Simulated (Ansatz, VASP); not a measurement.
# HfMg (Mg-Hf-Hf-Mg stack, (111) layers) in two plane-wave programs, part 2 of 3

One calculation is typed for both programs; each brings its own data sets. How far apart do they land? The cell is taken from a series of runs on this material, whose earlier steps may have relaxed, scaled, displaced or heated it; both programs get it as it stands.

VASP 6.6.1 and Ansatz 0.2.0.

So far: Set-up; Ansatz: zone-centre phonons, PBEsol.

## Step 3: VASP: zone-centre phonons, PBEsol

Level of this step: PBEsol; plane waves and PAW (Mg, Hf_pv) (VASP).

The same cell, functional, mesh and smearing now go to VASP, with its own data sets.

Lines of VASP's logs that name or quote its potential files are left out, and so is its time.

The input, INCAR:

```
SYSTEM = HfMg
PREC = Accurate
ENCUT = 600
EDIFF = 1E-08
NELM = 120
ISMEAR = 1
SIGMA = 0.2
LREAL = .FALSE.
ALGO = Normal
GGA = PS
NBANDS = 18
LASPH = .TRUE.
LORBIT = 11
LWAVE = .FALSE.
LCHARG = .FALSE.
ISIF = 2
IBRION = 8
GGA_COMPAT = .FALSE.
NELMDL = -8
KPAR = 2
```

The input, POSCAR:

```
HfMg
1.0
    3.1166011714      0.0000000000      0.0000000000
   -1.5583005857      2.6990557879      0.0000000000
    0.0000000000      0.0000000000     39.3118247865
Mg Hf
2 2
Direct
    0.0000000000      0.0000000000      0.1398480841
    0.0000000000      0.0000000000      0.3372579801
    0.3333333333      0.6666666667      0.2084173806
    0.6666666667      0.3333333333      0.2686886836
```

The input, KPOINTS:

```
Automatic mesh
0
Gamma
6 6 1
0 0 0
```

Potentials, in the order of the species: Mg and Hf_pv (PBE family, release 64).

On the command line:

```sh
$ mpirun -np 2 vasp_std
```

Log:

```text
[banner, memory and clock lines left out]
running    2 mpi-ranks, on    1 nodes
 distrk:  each k-point on    1 cores,    2 groups
 distr:  one band on    1 cores,    1 groups

 POSCAR found type information on POSCAR MgHf
 POSCAR found :  2 types and       4 ions
|                                                                             |
|               ----> ADVICE to this user running VASP <----                  |
|                                                                             |
|     You enforced a specific xc type in the INCAR file but a different       |
|     [... a line on the potential file left out ...]
|     I HOPE YOU KNOW WHAT YOU ARE DOING!                                     |
|                                                                             |

 LDA part: xc-table for (Slater+PW92), standard interpolation
 POSCAR, INCAR and KPOINTS ok, starting setup
 FFT: planning ... GRIDC
 FFT: planning ... GRID_SOFT
 FFT: planning ... GRID
 WAVECAR not read
 entering main loop
       N       E                     dE             d eps       ncg     rms          rms(c)
DAV:   1     0.602828976697E+02    0.60283E+02   -0.12227E+04   364   0.107E+03
DAV:   2    -0.197112236185E+02   -0.79994E+02   -0.79074E+02   364   0.177E+02
DAV:   3    -0.257726337367E+02   -0.60614E+01   -0.59544E+01   348   0.386E+01
DAV:   4    -0.259154105088E+02   -0.14278E+00   -0.13948E+00   348   0.569E+00
DAV:   5    -0.259206771868E+02   -0.52667E-02   -0.52573E-02   406   0.866E-01
DAV:   6    -0.259207524927E+02   -0.75306E-04   -0.75258E-04   382   0.871E-02
DAV:   7    -0.259207569128E+02   -0.44201E-05   -0.44202E-05   414   0.142E-02
DAV:   8    -0.259207569851E+02   -0.72249E-07   -0.71777E-07   364   0.185E-03    0.781E+01
DAV:   9    -0.249032856600E+02    0.10175E+01   -0.41254E+01   312   0.148E+01    0.190E+01
DAV:  10    -0.263143235652E+02   -0.14110E+01   -0.54793E+01   256   0.194E+01    0.396E+01
DAV:  11    -0.233871128949E+02    0.29272E+01   -0.15872E+01   290   0.996E+00    0.644E+00
DAV:  12    -0.234139905057E+02   -0.26878E-01   -0.28537E-01   308   0.245E+00    0.574E+00
DAV:  13    -0.234080526766E+02    0.59378E-02   -0.17142E-02   344   0.722E-01    0.562E+00
DAV:  14    -0.234321489847E+02   -0.24096E-01   -0.16470E-01   270   0.212E+00    0.679E+00
[...]
DAV:  35    -0.233960452969E+02   -0.64016E-06   -0.94128E-08   326   0.132E-03    0.910E-04
DAV:  36    -0.233960456663E+02   -0.36943E-06   -0.29096E-08   246   0.693E-04    0.184E-03
DAV:  37    -0.233960458671E+02   -0.20078E-06   -0.72589E-09   218   0.339E-04    0.212E-03
DAV:  38    -0.233960461783E+02   -0.31123E-06   -0.26609E-08   204   0.381E-04    0.719E-04
DAV:  39    -0.233960462238E+02   -0.45458E-07   -0.21103E-09   194   0.262E-04    0.200E-04
DAV:  40    -0.233960462460E+02   -0.22219E-07    0.84981E-11   158   0.153E-04    0.372E-04
DAV:  41    -0.233960462660E+02   -0.20034E-07    0.46604E-10   166   0.750E-05    0.234E-04
DAV:  42    -0.233960462745E+02   -0.84453E-08    0.77397E-10   136   0.846E-05
   1 F= -.23396046E+02 E0= -.23393125E+02  d E =-.876385E-02
 Linear response reoptimize wavefunctions to high precision
DAV:   1    -0.233960462780E+02   -0.34943E-08    0.92601E-10   180   0.393E-05
DAV:   2    -0.233960462777E+02    0.25648E-09    0.10906E-09   140   0.150E-05
DAV:   3    -0.233960462777E+02   -0.14552E-10    0.10973E-09   132   0.838E-06
 Linear response DOF=           4
 Linear response progress:
  Degree of freedom:   1/  4
       N       E                     dE             d eps       ncg     rms          rms(c)
RMM:   1    -0.128161888410E-02   -0.12816E-02   -0.12090E-03  1058   0.194E-01
RMM:   2    -0.131214258610E-02   -0.30524E-04   -0.11386E-04  1192   0.414E-02    0.497E-02
RMM:   3    -0.130103244444E-02    0.11110E-04   -0.86089E-06  1282   0.127E-02    0.299E-02
RMM:   4    -0.130634815474E-02   -0.53157E-05   -0.27459E-06  1132   0.106E-02    0.257E-03
RMM:   5    -0.130752436753E-02   -0.11762E-05   -0.56135E-07  1442   0.217E-03    0.360E-03
RMM:   6    -0.130797200852E-02   -0.44764E-06   -0.61098E-08  1457   0.814E-04    0.262E-03
RMM:   7    -0.130978158475E-02   -0.18096E-05   -0.28219E-08  1217   0.765E-04    0.318E-04
RMM:   8    -0.130978984208E-02   -0.82573E-08   -0.41195E-09  1502   0.175E-04    0.212E-04
 first order change of Fermi-energy   0.31131E-03
 force on displaced ion       1 direction 1 :  -0.463  -0.000  -0.000
 Linear response progress:
  Degree of freedom:   2/  4
       N       E                     dE             d eps       ncg     rms          rms(c)
RMM:   1    -0.702560942351E-02   -0.70256E-02    0.47809E-03   617   0.390E-01
RMM:   2    -0.698358741792E-02    0.42022E-04   -0.10464E-03   492   0.103E-01    0.360E-01
RMM:   3    -0.772146753474E-02   -0.73788E-03   -0.91953E-04   525   0.945E-02    0.644E-01
RMM:   4    -0.765648537551E-02    0.64982E-04   -0.13270E-03   542   0.106E-01    0.646E-01
RMM:   5    -0.694061451645E-02    0.71587E-03   -0.10840E-04   433   0.380E-02    0.230E-01
RMM:   6    -0.688474337825E-02    0.55871E-04   -0.81987E-05   517   0.274E-02    0.404E-02
RMM:   7    -0.688700400891E-02   -0.22606E-05   -0.93800E-06   480   0.114E-02    0.708E-02
RMM:   8    -0.687686356848E-02    0.10140E-04   -0.74543E-06   499   0.567E-03    0.523E-03
RMM:   9    -0.687693818214E-02   -0.74614E-07    0.40940E-07   474   0.171E-03    0.898E-04
RMM:  10    -0.687719227190E-02   -0.25409E-06   -0.46655E-07   529   0.702E-04    0.305E-04
RMM:  11    -0.687749880961E-02   -0.30654E-06   -0.48780E-08   465   0.260E-04    0.354E-04
RMM:  12    -0.687782891525E-02   -0.33011E-06    0.62592E-08   492   0.143E-04    0.261E-04
RMM:  13    -0.687828651859E-02   -0.45760E-06   -0.73200E-08   466   0.137E-04    0.575E-05
RMM:  14    -0.687852477142E-02   -0.23825E-06   -0.26311E-08   449   0.873E-05    0.437E-05
RMM:  15    -0.687867519688E-02   -0.15043E-06    0.24548E-08   507   0.824E-05    0.358E-05
RMM:  16    -0.687872322600E-02   -0.48029E-07    0.32660E-10   461   0.434E-05    0.130E-05
RMM:  17    -0.687872646889E-02   -0.32429E-08   -0.43704E-09   453   0.235E-05    0.950E-06
 first order change of Fermi-energy  -0.18685E+00
 force on displaced ion       1 direction 3 :   0.000  -0.000  -2.161
 Linear response progress:
  Degree of freedom:   3/  4
       N       E                     dE             d eps       ncg     rms          rms(c)
RMM:   1    -0.194369823374E+00   -0.19437E+00    0.51750E+00   740   0.127E+01
RMM:   2    -0.203056859811E+00   -0.86870E-02   -0.39636E-02  1173   0.122E+00    0.600E-01
RMM:   3    -0.202438353518E+00    0.61851E-03   -0.70872E-03  1477   0.323E-01    0.171E-01
RMM:   4    -0.202144337645E+00    0.29402E-03   -0.72562E-04  1721   0.111E-01    0.183E-01
RMM:   5    -0.201745878989E+00    0.39846E-03   -0.91770E-05  1626   0.474E-02    0.568E-02
RMM:   6    -0.201680449889E+00    0.65429E-04   -0.36697E-05  1764   0.204E-02    0.648E-02
RMM:   7    -0.201605050432E+00    0.75399E-04   -0.84544E-05  1654   0.115E-02    0.109E-02
RMM:   8    -0.201589007153E+00    0.16043E-04   -0.55368E-05  1699   0.554E-03    0.667E-03
RMM:   9    -0.201588919502E+00    0.87651E-07   -0.36765E-05  1675   0.246E-03    0.636E-03
RMM:  10    -0.201589192066E+00   -0.27256E-06   -0.22753E-05  1616   0.127E-03    0.144E-03
RMM:  11    -0.201589762911E+00   -0.57085E-06   -0.12453E-05  1778   0.766E-04    0.134E-03
RMM:  12    -0.201589749775E+00    0.13137E-07   -0.72638E-06  1658   0.396E-04    0.340E-04
RMM:  13    -0.201589744043E+00    0.57316E-08   -0.44769E-06  1719   0.219E-04    0.137E-04
RMM:  14    -0.201589821306E+00   -0.77263E-07   -0.27039E-06  1778   0.125E-04    0.511E-05
RMM:  15    -0.201589791759E+00    0.29547E-07   -0.18221E-06  1736   0.786E-05    0.314E-05
RMM:  16    -0.201589801171E+00   -0.94120E-08   -0.10596E-06  1686   0.463E-05    0.193E-05
RMM:  17    -0.201589804483E+00   -0.33122E-08   -0.72675E-07  1659   0.284E-05    0.209E-05
RMM:  18    -0.201589799836E+00    0.46466E-08   -0.39968E-07  1537   0.180E-05    0.286E-05
RMM:  19    -0.201589823285E+00   -0.23448E-07   -0.27756E-07  1613   0.164E-05    0.587E-06
RMM:  20    -0.201589824779E+00   -0.14942E-08   -0.14924E-07  1489   0.789E-06    0.659E-06
RMM:  21    -0.201589825869E+00   -0.10901E-08   -0.97707E-08  1036   0.489E-06    0.535E-06
 first order change of Fermi-energy   0.18805E-03
 force on displaced ion       3 direction 1 :  -2.587   0.000  -0.000
 Linear response progress:
  Degree of freedom:   4/  4
       N       E                     dE             d eps       ncg     rms          rms(c)
RMM:   1    -0.289169923801E+00   -0.28917E+00    0.55145E+00   264   0.134E+01
RMM:   2    -0.302101527170E+00   -0.12932E-01   -0.47251E-02   421   0.130E+00    0.937E-01
RMM:   3    -0.305643053470E+00   -0.35415E-02   -0.56948E-03   535   0.293E-01    0.151E+00
RMM:   4    -0.305058390406E+00    0.58466E-03   -0.62023E-03   569   0.252E-01    0.141E+00
RMM:   5    -0.301080836245E+00    0.39776E-02   -0.82775E-04   478   0.103E-01    0.270E-01
RMM:   6    -0.301049388614E+00    0.31448E-04   -0.73706E-05   586   0.320E-02    0.249E-01
RMM:   7    -0.300851577169E+00    0.19781E-03   -0.36784E-05   503   0.351E-02    0.230E-01
RMM:   8    -0.300734602404E+00    0.11697E-03   -0.22393E-05   555   0.153E-02    0.832E-02
RMM:   9    -0.300713981871E+00    0.20621E-04   -0.79563E-06   594   0.891E-03    0.155E-02
RMM:  10    -0.300705815522E+00    0.81663E-05   -0.17890E-05   501   0.387E-03    0.308E-02
RMM:  11    -0.300702089038E+00    0.37265E-05   -0.33206E-06   581   0.287E-03    0.189E-03
RMM:  12    -0.300702744216E+00   -0.65518E-06    0.12182E-05   606   0.136E-03    0.162E-03
RMM:  13    -0.300702758924E+00   -0.14708E-07    0.32716E-06   592   0.553E-04    0.393E-04
RMM:  14    -0.300702463246E+00    0.29568E-06    0.22287E-06   591   0.330E-04    0.214E-04
RMM:  15    -0.300702356865E+00    0.10638E-06    0.77004E-07   594   0.148E-04    0.575E-05
RMM:  16    -0.300702409586E+00   -0.52721E-07    0.57116E-07   598   0.921E-05    0.308E-05
RMM:  17    -0.300702405677E+00    0.39087E-08    0.27562E-07   608   0.483E-05    0.192E-05
RMM:  18    -0.300702399883E+00    0.57946E-08    0.15471E-07   566   0.365E-05    0.251E-05
RMM:  19    -0.300702386082E+00    0.13801E-07    0.85643E-08   558   0.193E-05    0.705E-06
RMM:  20    -0.300702383397E+00    0.26845E-08    0.53569E-08   538   0.135E-05    0.366E-06
 first order change of Fermi-energy   0.30578E+00
 force on displaced ion       3 direction 3 :  -0.000   0.000  -8.366
 Linear response finished
```

(Continued in part 3 of 3.)

[Lines on the potential files, build, host, timing and source positions are cut from VASP's logs without a mark.]

[Logs are printed without paths, hosts, clocks, repeated set-up lines and the standing remarks that a program may print on its own settings, such as how far it seeks lower states.]

[Hosts, paths, dates, database ids (printed as entryN), source tags and the programs' standing remarks are cut or masked in the printed files.]
